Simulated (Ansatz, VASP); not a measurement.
# TaTiGe2TeP4Se (1T-TiSeTe under TaGe2P4, AC): VASP beside Ansatz, part 2 of 2

Aim: how closely do two programs agree when they are given the same cell, functional and k mesh? The structure shown is the end of the Ansatz relaxation below.

VASP 6.6.1 and Ansatz 0.2.0.

So far: Set-up; Ansatz: relaxation, PBEsol with D3(BJ).

## (3) VASP: single point, PBEsol with D3(BJ)

Level of this step: PBEsol with D3(BJ), zero-moment start; plane waves and PAW (Te, Ti_sv, Se, P, Ge_d, Ta_pv) (VASP).

The same cell, functional, mesh and smearing now go to VASP, with its own data sets.

Lines of VASP's logs that name or quote its potential files are left out, and so is its time.

The input, INCAR:

```
SYSTEM = TaTiGe2TeP4Se
PREC = Accurate
ENCUT = 410
EDIFF = 1E-06
NELM = 200
ISMEAR = -1
SIGMA = 0.05
LREAL = .FALSE.
ALGO = Normal
GGA = PS
IVDW = 12
NBANDS = 56
ISPIN = 2
MAGMOM = 0 -0 0 0 -0 -0 0 0 0 0
LASPH = .TRUE.
LMAXMIX = 4
LORBIT = 11
LWAVE = .FALSE.
LCHARG = .FALSE.
ISIF = 2
LDIPOL = .TRUE.
IDIPOL = 3
DIPOL = 0.5 0.5 0.509
LVHAR = .TRUE.
GGA_COMPAT = .FALSE.
NELMDL = -8
KPAR = 2
```

The input, POSCAR:

```
TaTiGe2TeP4Se
1.0
    3.5207346125      0.0000000000      0.0000000000
   -1.7603673062      3.0490456144      0.0000000000
    0.0000000000      0.0000000000     62.3793623973
Te Ti Se P Ge Ta
1 1 1 4 2 1
Direct
    0.6666666667      0.3333333333      0.3810444520
    0.0000000000      0.0000000000      0.4108592325
    0.3333333333      0.6666666667      0.4341763611
    0.6666666667      0.3333333333      0.4740938256
    0.0000000000      0.0000000000      0.5283402906
    0.0000000000      0.0000000000      0.5742325314
    0.6666666667      0.3333333333      0.6285718004
    0.0000000000      0.0000000000      0.4914220457
    0.0000000000      0.0000000000      0.6112203718
    0.6666666667      0.3333333333      0.5512607404
```

The input, KPOINTS:

```
Automatic mesh
0
Gamma
12 12 1
0 0 0
```

Potentials, in the order of the species: Te, Ti_sv, Se, P, Ge_d and Ta_pv (PBE family, release 64).

Started as:

```bash
$ mpirun -np 2 vasp_std
```

Numbers of over 12 decimals in the logs are rounded to 6 here.

What it wrote:

```text
[banner, memory and clock lines left out]
running    2 mpi-ranks, on    1 nodes
 distrk:  each k-point on    1 cores,    2 groups
 distr:  one band on    1 cores,    1 groups

 POSCAR found type information on POSCAR TeTiSeP GeTa
 POSCAR found :  6 types and      10 ions
|                                                                             |
|               ----> ADVICE to this user running VASP <----                  |
|                                                                             |
|     You enforced a specific xc type in the INCAR file but a different       |
|     [... a line on the potential file left out ...]
|     I HOPE YOU KNOW WHAT YOU ARE DOING!                                     |
|                                                                             |

 LDA part: xc-table for (Slater+PW92), standard interpolation
|                                                                             |
|           W    W    AA    RRRRR   N    N  II  N    N   GGGG   !!!           |
|           W    W   A  A   R    R  NN   N  II  NN   N  G    G  !!!           |
|           W    W  A    A  R    R  N N  N  II  N N  N  G       !!!           |
|           W WW W  AAAAAA  RRRRR   N  N N  II  N  N N  G  GGG   !            |
|           WW  WW  A    A  R   R   N   NN  II  N   NN  G    G                |
|           W    W  A    A  R    R  N    N  II  N    N   GGGG   !!!           |
|                                                                             |
|     One of the lattice vectors is very long (>50 A), but AMIN is rather     |
|     large. This can spoil convergence since charge sloshing might occur     |
|     along the long lattice vector. If problems with convergence are         |
|     observed, try to decrease AMIN to a smaller value (e.g. 0.01).          |
|     Note: This warning only applies if the self-consistency cycle is        |
|     used.                                                                   |
|                                                                             |

 POSCAR, INCAR and KPOINTS ok, starting setup
 FFT: planning ... GRIDC
 FFT: planning ... GRID_SOFT
 FFT: planning ... GRID
 WAVECAR not read
 entering main loop
       N       E                     dE             d eps       ncg     rms          rms(c)
DAV:   1     0.698613053815E+03    0.69861E+03   -0.33167E+04  5072   0.127E+03
DAV:   2     0.337394578488E+02   -0.66487E+03   -0.64051E+03  5080   0.330E+02
DAV:   3    -0.622142331611E+02   -0.95954E+02   -0.94193E+02  6352   0.135E+02
DAV:   4    -0.691827391613E+02   -0.69685E+01   -0.69138E+01  6344   0.376E+01
DAV:   5    -0.696839246371E+02   -0.50119E+00   -0.50076E+00  6392   0.680E+00
DAV:   6    -0.697021848283E+02   -0.18260E-01   -0.18259E-01  6568   0.130E+00
DAV:   7    -0.697027598990E+02   -0.57507E-03   -0.57506E-03  6592   0.208E-01
DAV:   8    -0.697027782133E+02   -0.18314E-04   -0.18314E-04  6744   0.416E-02    0.240E+01
DAV:   9    -0.117960162595E+03   -0.48257E+02   -0.15572E+02  6576   0.388E+01    0.458E+01
DAV:  10    -0.242720158083E+03   -0.12476E+03   -0.25407E+03  7096   0.105E+02    0.420E+01
DAV:  11    -0.543114530618E+02    0.18841E+03   -0.12045E+03  7416   0.753E+01    0.612E+01
DAV:  12    -0.738694309394E+02   -0.19558E+02   -0.17582E+02  5432   0.327E+01    0.178E+01
DAV:  13    -0.736128154841E+02    0.25662E+00   -0.14169E+02  5848   0.270E+01    0.131E+01
DAV:  14    -0.700200603114E+02    0.35928E+01   -0.45648E+01  5760   0.198E+01    0.106E+01
[...]
DAV:  59    -0.652632127092E+02    0.26170E-05   -0.78910E-07  3384   0.347E-03    0.280E-03
DAV:  60    -0.652632196741E+02   -0.69649E-05   -0.27250E-07  3240   0.165E-03    0.218E-03
DAV:  61    -0.652632229659E+02   -0.32918E-05   -0.13018E-07  3176   0.100E-03    0.119E-03
DAV:  62    -0.652632262732E+02   -0.33073E-05   -0.10859E-07  3216   0.751E-04    0.720E-04
DAV:  63    -0.652632281716E+02   -0.18984E-05   -0.40850E-08  3088   0.614E-04    0.621E-04
DAV:  64    -0.652632292979E+02   -0.11263E-05   -0.22290E-08  2808   0.526E-04    0.424E-04
DAV:  65    -0.652632303451E+02   -0.10473E-05   -0.17813E-08  2992   0.354E-04    0.283E-04
DAV:  66    -0.652632306915E+02   -0.34632E-06   -0.56275E-09  2616   0.234E-04
   1 F= -.68710158E+02 E0= -.68696742E+02  d E =-.268335E-01  mag=     0.0001
```

Parts of OUTCAR (step 3):

```text
ion  position               nearest neighbor table
   1  0.667  0.333  0.381-   2 2.76   2 2.76   2 2.76
   2  0.000  0.000  0.411-   3 2.50   3 2.50   3 2.50   1 2.76   1 2.76   1 2.76
   3  0.333  0.667  0.434-   2 2.50   2 2.50   2 2.50
   4  0.667  0.333  0.474-   8 2.30   8 2.30   8 2.30
   5  0.000  0.000  0.528-   8 2.30  10 2.49  10 2.49  10 2.49   6 2.86
   6  0.000  0.000  0.574-   9 2.31  10 2.49  10 2.49  10 2.49   5 2.86
   7  0.667  0.333  0.629-   9 2.30   9 2.30   9 2.30
   8  0.000  0.000  0.491-   4 2.30   4 2.30   4 2.30   5 2.30
   9  0.000  0.000  0.611-   7 2.30   7 2.30   7 2.30   6 2.31
  10  0.667  0.333  0.551-   5 2.49   5 2.49   5 2.49   6 2.49   6 2.49   6 2.49

  LATTYP: Found a hexagonal cell.
 ALAT       =     3.5207346125
 C/A-ratio  =    17.7177121433

 Subroutine GETGRP returns: Found  6 space group operations
 (whereof  6 operations were pure point group operations)

The static configuration has the point symmetry C_3v.

 Found     19 irreducible k-points:

   k-points           NKPTS =     19   k-points in BZ     NKDIM =     19   number of bands    NBANDS=     56

   dimension x,y,z NGX =    24 NGY =   24 NGZ =  420
   dimension x,y,z NGXF=    48 NGYF=   48 NGZF=  840

   ENCUT  =  410.0 eV  30.13 Ry    5.49 a.u.   5.81  5.81102.99*2*pi/ulx,y,z

   NELECT =      83.0000    total number of electrons

 k-points in reciprocal lattice and weights: Automatic mesh
   0.00000000  0.00000000  0.00000000       0.007
   0.08333333  0.00000000  0.00000000       0.042
   0.16666667  0.00000000  0.00000000       0.042
   0.25000000  0.00000000  0.00000000       0.042
   0.33333333  0.00000000  0.00000000       0.042
   0.41666667  0.00000000  0.00000000       0.042
   0.50000000  0.00000000  0.00000000       0.021
   0.08333333  0.08333333  0.00000000       0.042
   0.16666667  0.08333333  0.00000000       0.083
[...]
0.33333333  0.25000000  0.00000000       0.083
   0.33333333  0.33333333  0.00000000       0.014

 dipolmoment           0.000000      0.000000      0.035768 electrons x Angstroem

 average (electrostatic) potential at core
       1 -95.7264       2 -82.9021       3 -59.9642       4 -90.1747       5 -89.6312
       6 -89.5853       7 -89.9237       8 -80.7385       9 -80.6190      10 -43.8316

 E-fermi :  -1.8160

 spin component 1
 k-point     1 :       0.0000    0.0000    0.0000
  band No.  band energies     occupation
    ...
     35      -2.3918      0.99999
     36      -2.3660      0.99998
     37      -2.3660      0.99998
     38      -2.0939      0.99616
     39      -2.0939      0.99616
     40      -1.4321      0.00046
     41      -1.2744      0.00002
     42      -1.2744      0.00002
     43      -0.5555      0.00000
     44      -0.5555      0.00000
    ...

 k-point     2 :       0.0833    0.0000    0.0000
  band No.  band energies     occupation
    ...
     35      -2.8589      1.00000
     36      -2.5563      1.00000
     37      -2.5387      1.00000
     38      -2.2665      0.99988
     39      -2.2505      0.99983
     40      -1.7819      0.33585
     41      -1.5165      0.00250
     42      -1.3982      0.00024
     43      -0.9765      0.00000
     44      -0.3591      0.00000
    ...

 k-point     3 :       0.1667    0.0000    0.0000
  band No.  band energies     occupation
    ...
     37      -2.9573      1.00000
     38      -2.8015      1.00000
     39      -2.6490      1.00000
     40      -2.4015      0.99999
     41      -1.8893      0.81260
     42      -1.5366      0.00373
     43      -1.2255      0.00001
     44      -0.2595      0.00000
     45      -0.1542      0.00000
     46       0.6741      0.00000
    ...

 k-point     4 :       0.2500    0.0000    0.0000
  band No.  band energies     occupation
    ...
     38      -3.1043      1.00000
     39      -3.0215      1.00000
     40      -2.7077      1.00000
     41      -2.1665      0.99910
     42      -1.9022      0.84864
     43      -1.5437      0.00430
     44      -0.3684      0.00000
     45      -0.1450      0.00000
     46       0.2876      0.00000
     47       0.4369      0.00000
    ...

 k-point     5 :       0.3333    0.0000    0.0000
  band No.  band energies     occupation
    ...
     38      -3.3954      1.00000
     39      -3.0097      1.00000
     40      -2.7024      1.00000
     41      -2.3135      0.99995
     42      -2.2381      0.99978
     43      -1.7966      0.40423
     44      -0.2930      0.00000
     45      -0.2238      0.00000
     46      -0.0717      0.00000
     47       0.2128      0.00000
    ...

 k-point     6 :       0.4167    0.0000    0.0000
  band No.  band energies     occupation
    ...
     39      -3.2326      1.00000
     40      -2.4422      1.00000
     41      -2.4131      0.99999
     42      -2.3413      0.99997
     43      -1.9363      0.91727
     44      -0.2717      0.00000
     45      -0.2715      0.00000
     46      -0.0980      0.00000
     47       0.1460      0.00000
     48       0.5790      0.00000
    ...

 Edisp (eV)   -3.44693

  Total      -0.08730    -0.08730    -0.15838    -0.00000    -0.00000     0.00000
  in kB      -0.20887    -0.20887    -0.37894    -0.00000    -0.00000     0.00000
  external pressure =       -0.27 kB  Pullay stress =        0.00 kB

  energy-cutoff  :      410.00
  volume of cell :      669.63
      direct lattice vectors                 reciprocal lattice vectors
     3.520734613  0.000000000  0.000000000     0.284031633  0.163985740  0.000000000
    -1.760367306  3.049045614  0.000000000     0.000000000  0.327971479  0.000000000
     0.000000000  0.000000000 62.379362397     0.000000000  0.000000000  0.016030943

 POSITION                                       TOTAL-FORCE (eV/Angst)
 -----------------------------------------------------------------------------------
      1.76037      1.01635     23.76931         0.000000     -0.000000     -0.024359
      0.00000      0.00000     25.62914        -0.000000      0.000000     -0.004311
     -0.00000      2.03270     27.08364         0.000000      0.000000      0.024653
      1.76037      1.01635     29.57367        -0.000000      0.000000      0.023630
      0.00000      0.00000     32.95753         0.000000      0.000000     -0.044801
      0.00000      0.00000     35.82026        -0.000000      0.000000      0.042556
      1.76037      1.01635     39.20991         0.000000     -0.000000     -0.023892
      0.00000      0.00000     30.65459         0.000000      0.000000     -0.000914
      0.00000      0.00000     38.12754        -0.000000      0.000000      0.005861
      1.76037      1.01635     34.38729        -0.000000      0.000000      0.001576
 -----------------------------------------------------------------------------------
    total drift:                               -0.000000      0.000001      0.000234

  FREE ENERGIE OF THE ION-ELECTRON SYSTEM (eV)
  ---------------------------------------------------
  free  energy   TOTEN  =       -68.7101583351 eV

  energy  without entropy=      -68.6833248456  energy(sigma->0) =      -68.69674159

 vacuum level on the upper side and lower side of the slab         3.622         3.019

 total charge
# of ion       s       p       d       tot
------------------------------------------
    1        1.392   1.983   0.044   3.420
    2        2.179   6.153   1.924  10.256
    3        1.474   2.363   0.047   3.884
    4        1.080   1.415   0.000   2.495
    5        1.025   1.516   0.000   2.541
    6        1.024   1.516   0.000   2.541
    7        1.080   1.420   0.000   2.500
    8        1.112   1.298  10.096  12.506
    9        1.108   1.294  10.097  12.499
   10        0.305   6.204   2.416   8.925
--------------------------------------------------
tot         11.779  25.163  24.624  61.566

 magnetization (x)
# of ion       s       p       d       tot
------------------------------------------
    1       -0.000  -0.000   0.000  -0.000
    2       -0.000   0.000   0.000   0.000
    3       -0.000  -0.000   0.000  -0.000
    4       -0.000  -0.000   0.000  -0.000
    5       -0.000  -0.000   0.000  -0.000
    6       -0.000  -0.000   0.000  -0.000
    7       -0.000  -0.000   0.000  -0.000
    8        0.000   0.000  -0.000   0.000
    9       -0.000   0.000  -0.000  -0.000
   10        0.000   0.000   0.000   0.000
--------------------------------------------------
tot         -0.000  -0.000   0.000   0.000

[... 3 further parts left out ...]
```

This run allows spin, but its moments start at zero, where symmetry between the spins tends to hold them, although Ti can carry a moment. Its electron count is odd, so without a moment it is a metal by construction.

## (4) Comparison

Known differences besides the potentials themselves: Ansatz cuts the interaction across the vacuum, VASP repeats the sheet with a dipole correction (LDIPOL); the data sets hold 105 valence electrons in Ansatz (on its default PAW (the set named soft_2) files) and 83 in VASP; the cutoff is 420 eV in Ansatz and 410 eV in VASP; Ansatz makes its cores anew for this functional, VASP keeps those of its PBE data sets. Total energies have different zeros and are not compared.

The largest component of a force difference here is 42 meV/Å. Where the cell holds vacuum, a pressure given here is an average over it and none of the material.

## (5) Results

```json
{
 "r.m.s. force difference (single point, PBEsol with D3(BJ))": "14 meV/Å"
}
```

**Reading.** The r.m.s. force difference is 14 meV/Å (single point, PBEsol with D3(BJ)), beyond the 12 meV/Å picked in this series as the mark of a large difference. The data sets hold unlike numbers of valence electrons (105 in Ansatz and 83 in VASP), so part of the differences may come from the potentials. What causes the difference of the single point, PBEsol with D3(BJ) pair stays open here. Such differences can come from data sets, numerical settings and the points named under the comparisons, not from the functional's error against experiment.

[Lines on the potential files, build, host, timing and source positions are cut from VASP's logs without a mark.]

[Logs are printed without paths, hosts, clocks, repeated set-up lines and the standing remarks that a program may print on its own settings, such as how far it seeks lower states.]

[Hosts, paths, dates, database ids (printed as entryN), source tags and the programs' standing remarks are cut or masked in the printed files.]
